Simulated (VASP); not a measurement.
Data:

```
CELL_PARAMETERS angstrom
      4.65308     0.00000     0.00000
      0.00000     4.65308     0.00000
      0.00000     0.00000     3.07267
ATOMIC_POSITIONS crystal
  Mg 0.00000 0.00000 0.00000
  Mg 0.50000 0.50000 0.50000
  F  0.30276 0.30276 0.00000
  F  0.80276 0.19724 0.50000
  F  0.19724 0.80276 0.50000
  F  0.69724 0.69724 0.00000
```

The numbers are results of PBE GGA with D3 dispersion (zero damping), VASP's PBE PAW potentials (set 64) (plane waves; VASP), not measurements. Numerical set-up: 520 eV cut-off, 6×6×8 Γ-centred mesh, tetrahedra with Blöchl corrections, potentials Mg F.

The cores are frozen, which limits the accuracy of field gradients.

Give the principal components of the electric field gradient (V/Å²) and the asymmetry η at each nucleus.

```csv
atom,Vxx,Vyy,Vzz,η
Mg1,-4.5,-1.9,6.4,0.39
Mg2,-4.5,-1.9,6.4,0.39
F3,33.4,16.3,-49.7,0.34
F4,33.4,16.3,-49.7,0.34
F5,33.4,16.3,-49.7,0.34
F6,33.4,16.3,-49.7,0.34
```

The compound is MgF2 in the rutile structure. It was relaxed first.
